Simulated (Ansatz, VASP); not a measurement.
**PtW9: VASP beside Ansatz**

Wanted: the spread between two codes on one cell, functional and k mesh. The structure shown is the end of the VASP relaxation below.

Calculated with Ansatz 0.2.0; plane waves, with VASP 6.6.1 beside it; single point at PBEsol.

### 1. The starting structure

The cell holds 20 atoms: 2 Pt and 18 W. Its edges and angles: a = 6.340 Å, b = 6.340 Å, c = 20.340 Å, α = 90.0°, β = 90.0°, γ = 90.0°. It derives from W. As first built, before any earlier steps moved the atoms (in the runner's words): kind: overlayer; added: Pt; how: quarter in the top layer, both faces;. Regions: layer 1, 4 atoms (3 W and 1 Pt); layer 2, 4 atoms (4 W); layer 3, 4 atoms (4 W); other layers, 8 atoms (7 W and 1 Pt). Vacuum lies along c.

### 2. VASP: relaxation, PBEsol

This run makes the geometry at which the two programs are then compared.

Lines of VASP's logs that name or quote its potential files are left out, and so is its time.

File INCAR:

```
SYSTEM = PtW9
PREC = Normal
ENCUT = 330
EDIFF = 1E-05
NELM = 100
ISMEAR = 0
SIGMA = 0.1
LREAL = Auto
ALGO = Fast
GGA = PS
NBANDS = 84
LASPH = .TRUE.
LWAVE = .FALSE.
LCHARG = .FALSE.
NCORE = 8
IBRION = 2
NSW = 50
ISIF = 0
EDIFFG = -0.05
```

File POSCAR:

```
PtW9
1.0
    6.3400000000      0.0000000000      0.0000000000
    0.0000000000      6.3400000000      0.0000000000
    0.0000000000      0.0000000000     20.3400000000
Pt W
2 18
Selective dynamics
Direct
    0.0000000000      0.0000000000      0.6558505410  T T T
    0.0000000000      0.0000000000      0.3441494590  T T T
    0.5000000000      0.0000000000      0.6558505410  T T T
    0.0000000000      0.5000000000      0.6558505410  T T T
    0.5000000000      0.5000000000      0.6558505410  T T T
    0.2500000000      0.2500000000      0.5779252700  T T T
    0.7500000000      0.2500000000      0.5779252700  T T T
    0.2500000000      0.7500000000      0.5779252700  T T T
    0.7500000000      0.7500000000      0.5779252700  T T T
    0.0000000000      0.0000000000      0.5000000000  F F F
    0.5000000000      0.0000000000      0.5000000000  F F F
    0.0000000000      0.5000000000      0.5000000000  F F F
    0.5000000000      0.5000000000      0.5000000000  F F F
    0.2500000000      0.2500000000      0.4220747300  T T T
    0.7500000000      0.2500000000      0.4220747300  T T T
    0.2500000000      0.7500000000      0.4220747300  T T T
    0.7500000000      0.7500000000      0.4220747300  T T T
    0.5000000000      0.0000000000      0.3441494590  T T T
    0.0000000000      0.5000000000      0.3441494590  T T T
    0.5000000000      0.5000000000      0.3441494590  T T T
```

File KPOINTS:

```
Automatic mesh
0
Gamma
3 3 1
0 0 0
```

The projector-augmented-wave data sets are Pt and W (PBE family, release 64).

Launch:

```bash
$ mpirun -np 8 vasp_std
```

Numbers of over 12 decimals in the logs are rounded to 6 here.

Output:

```text
[banner, memory and clock lines left out]
running    8 mpi-ranks, on    1 nodes
 distrk:  each k-point on    8 cores,    1 groups
 distr:  one band on    8 cores,    1 groups

 POSCAR found type information on POSCAR PtW
 POSCAR found :  2 types and      20 ions
|                                                                             |
|           W    W    AA    RRRRR   N    N  II  N    N   GGGG   !!!           |
|           W    W   A  A   R    R  NN   N  II  NN   N  G    G  !!!           |
|           W    W  A    A  R    R  N N  N  II  N N  N  G       !!!           |
|           W WW W  AAAAAA  RRRRR   N  N N  II  N  N N  G  GGG   !            |
|           WW  WW  A    A  R   R   N   NN  II  N   NN  G    G                |
|           W    W  A    A  R    R  N    N  II  N    N   GGGG   !!!           |
|                                                                             |
|     For optimal performance we recommend to set                             |
|       NCORE = 2 up to number-of-cores-per-socket                            |
|     NCORE specifies how many cores store one orbital (NPAR=cpu/NCORE).      |
|     This setting can greatly improve the performance of VASP for DFT.       |
|     The default, NCORE=1 might be grossly inefficient on modern             |
|     multi-core architectures or massively parallel machines. Do your        |
|     Unfortunately you need to use the default for GW and RPA                |
|     calculations (for HF NCORE is supported but not extensively tested      |
|     yet).                                                                   |
|                                                                             |

|                                                                             |
|               ----> ADVICE to this user running VASP <----                  |
|                                                                             |
|     You enforced a specific xc type in the INCAR file but a different       |
|     [... a line on the potential file left out ...]
|     I HOPE YOU KNOW WHAT YOU ARE DOING!                                     |
|                                                                             |

 LDA part: xc-table for (Slater+PW92), standard interpolation
 POSCAR, INCAR and KPOINTS ok, starting setup
 FFT: planning ... GRIDC
 FFT: planning ... GRID_SOFT
 FFT: planning ... GRID
 WAVECAR not read
 entering main loop
       N       E                     dE             d eps       ncg     rms          rms(c)
DAV:   1     0.512893156945E+03    0.51289E+03   -0.37954E+04   504   0.855E+02
DAV:   2    -0.182491918269E+03   -0.69539E+03   -0.64692E+03   672   0.222E+02
DAV:   3    -0.257493283539E+03   -0.75001E+02   -0.71242E+02   636   0.713E+01
DAV:   4    -0.263609443467E+03   -0.61162E+01   -0.59465E+01   848   0.171E+01
DAV:   5    -0.263817461637E+03   -0.20802E+00   -0.20418E+00   728   0.345E+00    0.822E+01
RMM:   6    -0.257515313885E+03    0.63021E+01   -0.12097E+02   592   0.210E+01    0.401E+01
RMM:   7    -0.282011728152E+03   -0.24496E+02   -0.20948E+02   653   0.274E+01    0.284E+01
RMM:   8    -0.242121706540E+03    0.39890E+02   -0.73140E+01   557   0.200E+01    0.102E+01
RMM:   9    -0.243304731549E+03   -0.11830E+01   -0.24556E+01   631   0.965E+00    0.490E+00
RMM:  10    -0.243371508935E+03   -0.66777E-01   -0.30344E+00   669   0.349E+00    0.367E+00
RMM:  11    -0.243296712468E+03    0.74796E-01   -0.47818E-01   656   0.128E+00    0.320E+00
RMM:  12    -0.243285704521E+03    0.11008E-01   -0.55000E-01   608   0.136E+00    0.191E+00
RMM:  13    -0.243282912824E+03    0.27917E-02   -0.10814E-01   645   0.706E-01    0.107E+00
RMM:  14    -0.243268407931E+03    0.14505E-01   -0.22578E-02   606   0.323E-01    0.763E-01
RMM:  15    -0.243260883888E+03    0.75240E-02   -0.16031E-02   613   0.239E-01    0.528E-01
RMM:  16    -0.243257658998E+03    0.32249E-02   -0.33759E-02   642   0.279E-01    0.234E-01
RMM:  17    -0.243258237100E+03   -0.57810E-03   -0.36785E-03   646   0.128E-01    0.143E-01
RMM:  18    -0.243259002539E+03   -0.76544E-03   -0.60633E-03   647   0.121E-01    0.115E-01
RMM:  19    -0.243258410042E+03    0.59250E-03   -0.10736E-03   530   0.835E-02    0.471E-02
RMM:  20    -0.243258588866E+03   -0.17882E-03   -0.28582E-03   614   0.809E-02    0.758E-02
RMM:  21    -0.243258363637E+03    0.22523E-03   -0.34648E-04   533   0.507E-02    0.395E-02
RMM:  22    -0.243258404898E+03   -0.41260E-04   -0.52736E-04   612   0.365E-02    0.340E-02
RMM:  23    -0.243258506500E+03   -0.10160E-03   -0.15945E-04   564   0.208E-02    0.335E-02
[...]
RMM:   8    -0.245133715703E+03    0.40204E-04   -0.23931E-04   556   0.380E-02    0.333E-02
RMM:   9    -0.245133716702E+03   -0.99952E-06   -0.11593E-04   543   0.228E-02    0.192E-02
RMM:  10    -0.245133719393E+03   -0.26905E-05   -0.16647E-05   312   0.102E-02
   3 F= -.24513372E+03 E0= -.24508703E+03  d E =-.187492E+01
[...]
4 F= -.24547478E+03 E0= -.24543301E+03  d E =-.341059E+00
[...]
5 F= -.24559545E+03 E0= -.24555428E+03  d E =-.461735E+00
[...]
6 F= -.24570738E+03 E0= -.24566903E+03  d E =-.111922E+00
[...]
7 F= -.24573186E+03 E0= -.24569287E+03  d E =-.136401E+00
[...]
8 F= -.24573658E+03 E0= -.24569690E+03  d E =-.472460E-02
[...]
9 F= -.24573823E+03 E0= -.24569875E+03  d E =-.637861E-02
 curvature:  -0.39 expect dE=-0.984E-03 dE for cont linesearch -0.131E-07
 trial: gam= 0.15268 g(F)=  0.253E-02 g(S)=  0.000E+00 ort = 0.242E-04 (trialstep = 0.107E+01)
 search vector abs. value=  0.294E-02
 bond charge predicted
       N       E                     dE             d eps       ncg     rms          rms(c)
DAV:   1    -0.245739791011E+03   -0.15518E-02   -0.42439E-01   512   0.170E+00    0.188E-01
RMM:   2    -0.245739983356E+03   -0.19234E-03   -0.34218E-03   513   0.209E-01    0.103E-01
RMM:   3    -0.245740054375E+03   -0.71019E-04   -0.17552E-03   603   0.944E-02    0.969E-02
RMM:   4    -0.245739987320E+03    0.67055E-04   -0.56042E-04   549   0.558E-02    0.364E-02
RMM:   5    -0.245739985175E+03    0.21455E-05   -0.16288E-04   542   0.304E-02    0.134E-02
RMM:   6    -0.245739986982E+03   -0.18077E-05   -0.35250E-05   361   0.127E-02
  10 F= -.24573999E+03 E0= -.24569997E+03  d E =-.175285E-02
 trial-energy change:   -0.001753  1 .order   -0.001726   -0.002709   -0.000743
 step:   1.4749(harm=  1.4749)  dis= 0.01100  next Energy=  -245.740100 (dE=-0.187E-02)
 reached required accuracy - stopping structural energy minimisation
```

Parts of OUTCAR (step 2):

```text
ion  position               nearest neighbor table
   1  0.000  0.000  0.656-   6 2.75   7 2.75   8 2.75   9 2.75   3 3.17   4 3.17   4 3.17   3 3.17
                            10 3.17
   2  0.000  0.000  0.344-  14 2.75  15 2.75  16 2.75  17 2.75  18 3.17  19 3.17  19 3.17  18 3.17
                            10 3.17
   3  0.500  0.000  0.656-   6 2.75   7 2.75   8 2.75   9 2.75   1 3.17   5 3.17   5 3.17   1 3.17
                            11 3.17
   4  0.000  0.500  0.656-   6 2.75   7 2.75   8 2.75   9 2.75   1 3.17   5 3.17   1 3.17   5 3.17
                            12 3.17
   5  0.500  0.500  0.656-   6 2.75   7 2.75   8 2.75   9 2.75   3 3.17   4 3.17   3 3.17   4 3.17
                            13 3.17
   6  0.250  0.250  0.578-  10 2.75  11 2.75  12 2.75  13 2.75   1 2.75   3 2.75   4 2.75   5 2.75
                            14 3.17   8 3.17   7 3.17   8 3.17   7 3.17
   7  0.750  0.250  0.578-  10 2.75  11 2.75  12 2.75  13 2.75   1 2.75   3 2.75   4 2.75   5 2.75
                            15 3.17   9 3.17   6 3.17   9 3.17   6 3.17
   8  0.250  0.750  0.578-  10 2.75  11 2.75  12 2.75  13 2.75   1 2.75   3 2.75   4 2.75   5 2.75
                            16 3.17   9 3.17   6 3.17   6 3.17   9 3.17
   9  0.750  0.750  0.578-  10 2.75  11 2.75  12 2.75  13 2.75   1 2.75   3 2.75   4 2.75   5 2.75
                            17 3.17   8 3.17   7 3.17   7 3.17   8 3.17
  10  0.000  0.000  0.500-   6 2.75   7 2.75   8 2.75   9 2.75  14 2.75  15 2.75  16 2.75  17 2.75
                            11 3.17  12 3.17  12 3.17  11 3.17   1 3.17   2 3.17
  11  0.500  0.000  0.500-   6 2.75   7 2.75   8 2.75   9 2.75  14 2.75  15 2.75  16 2.75  17 2.75
                            10 3.17  13 3.17  13 3.17  10 3.17   3 3.17  18 3.17
  12  0.000  0.500  0.500-   6 2.75   7 2.75   8 2.75   9 2.75  14 2.75  15 2.75  16 2.75  17 2.75
                            10 3.17  13 3.17  10 3.17  13 3.17   4 3.17  19 3.17
  13  0.500  0.500  0.500-   6 2.75   7 2.75   8 2.75   9 2.75  14 2.75  15 2.75  16 2.75  17 2.75
                            11 3.17  12 3.17  11 3.17  12 3.17   5 3.17  20 3.17
  14  0.250  0.250  0.422-  10 2.75  11 2.75  12 2.75  13 2.75   2 2.75  18 2.75  19 2.75  20 2.75
                             6 3.17  16 3.17  15 3.17  16 3.17  15 3.17
  15  0.750  0.250  0.422-  10 2.75  11 2.75  12 2.75  13 2.75   2 2.75  18 2.75  19 2.75  20 2.75
                             7 3.17  17 3.17  14 3.17  17 3.17  14 3.17
  16  0.250  0.750  0.422-  10 2.75  11 2.75  12 2.75  13 2.75   2 2.75  18 2.75  19 2.75  20 2.75
                             8 3.17  17 3.17  14 3.17  14 3.17  17 3.17
  17  0.750  0.750  0.422-  10 2.75  11 2.75  12 2.75  13 2.75   2 2.75  18 2.75  19 2.75  20 2.75
                             9 3.17  16 3.17  15 3.17  15 3.17  16 3.17
  18  0.500  0.000  0.344-  14 2.75  15 2.75  16 2.75  17 2.75   2 3.17  20 3.17  20 3.17   2 3.17
                            11 3.17
  19  0.000  0.500  0.344-  14 2.75  15 2.75  16 2.75  17 2.75   2 3.17  20 3.17   2 3.17  20 3.17
                            12 3.17
  20  0.500  0.500  0.344-  14 2.75  15 2.75  16 2.75  17 2.75  18 3.17  19 3.17  18 3.17  19 3.17
                            13 3.17

  LATTYP: Found a simple tetragonal cell.
 ALAT       =     6.3400000000
 C/A-ratio  =     3.2082018927

 Subroutine GETGRP returns: Found 16 space group operations
 (whereof 16 operations were pure point group operations)

The static configuration has the point symmetry D_4h.

 Found      3 irreducible k-points:

   k-points           NKPTS =      3   k-points in BZ     NKDIM =      3   number of bands    NBANDS=     84

   dimension x,y,z NGX =    28 NGY =   28 NGZ =   90
   dimension x,y,z NGXF=    56 NGYF=   56 NGZF=  180

   ENCUT  =  330.0 eV  24.25 Ry    4.92 a.u.   9.39  9.39 30.13*2*pi/ulx,y,z

   NELECT =     128.0000    total number of electrons

 k-points in reciprocal lattice and weights: Automatic mesh
   0.00000000  0.00000000  0.00000000       0.111
   0.33333333  0.00000000  0.00000000       0.444
   0.33333333  0.33333333  0.00000000       0.444

 average (electrostatic) potential at core
       1 -73.4911       2 -73.4911       3 -44.6664       4 -44.6664       5 -44.7142
       6 -44.7157       7 -44.7157       8 -44.7157       9 -44.7157      10 -44.9523
      11 -45.0121      12 -45.0121      13 -44.6622      14 -44.7157      15 -44.7157
      16 -44.7157      17 -44.7157      18 -44.6664      19 -44.6664      20 -44.7142

 E-fermi :   0.5338

 k-point     1 :       0.0000    0.0000    0.0000
  band No.  band energies     occupation
    ...
     58      -0.2538      2.00000
     59      -0.1147      2.00000
     60       0.3076      1.99862
     61       0.3076      1.99862
     62       0.3402      1.99380
     63       0.8242      0.00004
     64       0.8242      0.00004
     65       0.9231      0.00000
     66       1.0655      0.00000
     67       1.1083      0.00000
    ...

 k-point     2 :       0.3333    0.0000    0.0000
  band No.  band energies     occupation
    ...
     59       0.0721      2.00000
     60       0.0944      2.00000
     61       0.1322      2.00000
     62       0.4116      1.91607
     63       0.5282      1.06286
     64       0.6199      0.22358
     65       0.6646      0.06443
     66       0.7676      0.00095
     67       0.8055      0.00012
     68       0.9892      0.00000
    ...

 k-point     3 :       0.3333    0.3333    0.0000
  band No.  band energies     occupation
    ...
     62       0.0715      2.00000
     63       0.2528      1.99993
     64       0.2731      1.99977
     65       0.3378      1.99444
     66       0.4847      1.51261
     67       0.6196      0.22477
     68       0.7460      0.00269
     69       0.8638      0.00000
     70       1.2013      0.00000
     71       1.2114      0.00000
    ...

  energy-cutoff  :      330.00
  volume of cell :      817.58
      direct lattice vectors                 reciprocal lattice vectors
     6.340000000  0.000000000  0.000000000     0.157728707  0.000000000  0.000000000
     0.000000000  6.340000000  0.000000000     0.000000000  0.157728707  0.000000000
     0.000000000  0.000000000 20.340000000     0.000000000  0.000000000  0.049164208

 POSITION                                       TOTAL-FORCE (eV/Angst)
 -----------------------------------------------------------------------------------
      0.00000      0.00000     13.11709        -0.000000      0.000000     -0.021905
      0.00000      0.00000      7.22291         0.000000      0.000000      0.021905
      3.17000      0.00000     13.10681         0.000000      0.000000      0.011998
      0.00000      3.17000     13.10681         0.000000      0.000000      0.011998
      3.17000      3.17000     13.10139         0.000000      0.000000      0.016735
      1.61027      1.61027     11.74968         0.017578      0.017578      0.004240
      4.72973      1.61027     11.74968        -0.017578      0.017578      0.004240
      1.61027      4.72973     11.74968         0.017578     -0.017578      0.004240
      4.72973      4.72973     11.74968        -0.017578     -0.017578      0.004240
      0.00000      0.00000     10.17000         0.000000      0.000000      0.000000
      3.17000      0.00000     10.17000         0.000000      0.000000      0.000000
      0.00000      3.17000     10.17000         0.000000      0.000000      0.000000
      3.17000      3.17000     10.17000         0.000000      0.000000      0.000000
      1.61027      1.61027      8.59032         0.017578      0.017578     -0.004240
      4.72973      1.61027      8.59032        -0.017578      0.017578     -0.004240
      1.61027      4.72973      8.59032         0.017578     -0.017578     -0.004240
      4.72973      4.72973      8.59032        -0.017578     -0.017578     -0.004240
      3.17000      0.00000      7.23319        -0.000000      0.000000     -0.011998
      0.00000      3.17000      7.23319        -0.000000      0.000000     -0.011998
      3.17000      3.17000      7.23861         0.000000      0.000000     -0.016735
 -----------------------------------------------------------------------------------
    total drift:                                0.000000      0.000000     -0.000000

  FREE ENERGIE OF THE ION-ELECTRON SYSTEM (eV)
  ---------------------------------------------------
  free  energy   TOTEN  =      -245.7399869822 eV

  energy  without entropy=     -245.6599623408  energy(sigma->0) =     -245.69997466

 reached required accuracy - stopping structural energy minimisation
```

CONTCAR:

```
PtW9
   1.00000000000000
     6.3399999999999999    0.0000000000000000    0.0000000000000000
     0.0000000000000000    6.3399999999999999    0.0000000000000000
     0.0000000000000000    0.0000000000000000   20.3399999999999999
  Pt              W
     2    18
Selective dynamics
Direct
     0.0000000000000000    0.0000000000000000    0.6448911614468043   T   T   T
     0.0000000000000000    0.0000000000000000    0.3551088385531957   T   T   T
     0.5000000000000000    0.0000000000000000    0.6443857841475537   T   T   T
     0.0000000000000000    0.5000000000000000    0.6443857841475537   T   T   T
     0.5000000000000000    0.5000000000000000    0.6441192325816691   T   T   T
     0.2539855383173875    0.2539855383173875    0.5776636735786082   T   T   T
     0.7460144616826125    0.2539855383173875    0.5776636735786082   T   T   T
     0.2539855383173875    0.7460144616826125    0.5776636735786082   T   T   T
     0.7460144616826125    0.7460144616826125    0.5776636735786082   T   T   T
     0.0000000000000000    0.0000000000000000    0.5000000000000000   F   F   F
     0.5000000000000000    0.0000000000000000    0.5000000000000000   F   F   F
     0.0000000000000000    0.5000000000000000    0.5000000000000000   F   F   F
     0.5000000000000000    0.5000000000000000    0.5000000000000000   F   F   F
     0.2539855383173875    0.2539855383173875    0.4223363264213918   T   T   T
     0.7460144616826125    0.2539855383173875    0.4223363264213918   T   T   T
     0.2539855383173875    0.7460144616826125    0.4223363264213918   T   T   T
     0.7460144616826125    0.7460144616826125    0.4223363264213918   T   T   T
     0.5000000000000000    0.0000000000000000    0.3556142158524465   T   T   T
     0.0000000000000000    0.5000000000000000    0.3556142158524465   T   T   T
     0.5000000000000000    0.5000000000000000    0.3558807674183309   T   T   T
```

The data set W keeps the semicore shell frozen, which is cheaper and a little less accurate. The run keeps the 16 symmetry operations of its start, so it cannot find a distortion of lower symmetry.

(Continued in part 2 of 2.)

[Lines on the potential files, build, host, timing and source positions are cut from VASP's logs without a mark.]

[Logs are printed without paths, hosts, clocks, repeated set-up lines and the standing remarks that a program may print on its own settings, such as how far it seeks lower states.]

[Hosts, paths, dates, database ids (printed as entryN), source tags and the programs' standing remarks are cut or masked in the printed files.]
